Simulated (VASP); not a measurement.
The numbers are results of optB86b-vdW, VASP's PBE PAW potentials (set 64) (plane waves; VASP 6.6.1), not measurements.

VASP ran on this input.

### KPOINTS
```
Automatic mesh
0
Gamma
14 14 14
0 0 0
```

INCAR:
```
SYSTEM = C
PREC = Accurate
ENCUT = 520
EDIFF = 1E-7
NELM = 100
ALGO = Normal
LREAL = .FALSE.
LASPH = .TRUE.
ISMEAR = -5
GGA = MK
PARAM1 = 0.1234
PARAM2 = 1.0
LUSE_VDW = .TRUE.
AGGAC = 0.0
LWAVE = .FALSE.
LCHARG = .TRUE.
LORBIT = 11
NEDOS = 601
ISIF = 2
```

File POSCAR:
```
C
2.5254050
  0.0000000000   0.7071068115   0.7071068115
  0.7071068115   0.0000000000   0.7071068115
  0.7071068115   0.7071068115   0.0000000000
C
2
Direct
  0.0000000000   0.0000000000   0.0000000000
  0.2500000000   0.2500000000   0.2500000000
```

POTCAR, in this order: C (PBE.64 set). Program: vasp_std.

Output of the run:

### OSZICAR
```
       N       E                     dE             d eps       ncg     rms          rms(c)
DAV:   1     0.240295571929E+01    0.24030E+01   -0.52136E+03  1728   0.998E+02
DAV:   2    -0.167227486543E+02   -0.19126E+02   -0.18718E+02  2624   0.113E+02
DAV:   3    -0.168387000272E+02   -0.11595E+00   -0.11595E+00  1824   0.119E+01
DAV:   4    -0.168388533194E+02   -0.15329E-03   -0.15329E-03  2336   0.463E-01
DAV:   5    -0.168388533870E+02   -0.67546E-07   -0.67546E-07  1800   0.646E-03    0.560E+00
DAV:   6    -0.163642921966E+02    0.47456E+00   -0.37894E-01  1712   0.488E+00    0.334E+00
DAV:   7    -0.161999496024E+02    0.16434E+00   -0.45022E-01  2032   0.536E+00    0.724E-01
DAV:   8    -0.162008483129E+02   -0.89871E-03   -0.19142E-03  1728   0.524E-01    0.322E-02
DAV:   9    -0.162008777014E+02   -0.29388E-04   -0.24123E-05  2448   0.580E-02    0.315E-02
DAV:  10    -0.162008869843E+02   -0.92829E-05   -0.88979E-06  1712   0.358E-02    0.650E-03
DAV:  11    -0.162008868960E+02    0.88242E-07   -0.11092E-07  2288   0.309E-03
   1 F= -.16200887E+02 E0= -.16200887E+02  d E =0.000000E+00
```

### OUTCAR
```
------------------------ aborting loop because EDIFF is reached ----------------------------------------
  FORCE on cell =-STRESS in cart. coord.  units (eV):
  Direction    XX          YY          ZZ          XY          YZ          ZX
  --------------------------------------------------------------------------------------
  Total       -0.0009141     -0.0009141     -0.0009141     -0.0000000     -0.0000000      0.0000000
  in kB       -0.1286016     -0.1286016     -0.1286016     -0.0000000     -0.0000000      0.0000000
  external PRESSURE =      -0.1286016 kB  Pullay stress =       0.0000000 kB
  volume of cell :       11.39
      direct lattice vectors                 reciprocal lattice vectors
     0.000000000  1.785731077  1.785731077    -0.279997367  0.279997367  0.279997367
     1.785731077  0.000000000  1.785731077     0.279997367 -0.279997367  0.279997367
     1.785731077  1.785731077  0.000000000     0.279997367  0.279997367 -0.279997367
 POSITION                                       TOTAL-FORCE (eV/Angst)
 -----------------------------------------------------------------------------------
      0.00000      0.00000      0.00000         0.000000     -0.000000     -0.000000
      0.89287      0.89287      0.89287        -0.000000      0.000000      0.000000
 -----------------------------------------------------------------------------------
    total drift:                                0.000000      0.000000      0.000000
  FREE ENERGIE OF THE ION-ELECTRON SYSTEM (eV)
  ---------------------------------------------------
  free  energy   TOTEN  =       -16.2008868960 eV

  energy  without entropy=      -16.2008868960  energy(sigma->0) =      -16.20088690

 total charge

# of ion       s       p       d       tot
------------------------------------------
    1        0.827   1.746   0.000   2.573
    2        0.827   1.746   0.000   2.573
--------------------------------------------------
tot          1.654   3.493   0.000   5.147
```
(Selected blocks of OUTCAR.)

The compound is C in the diamond structure. It was relaxed first.
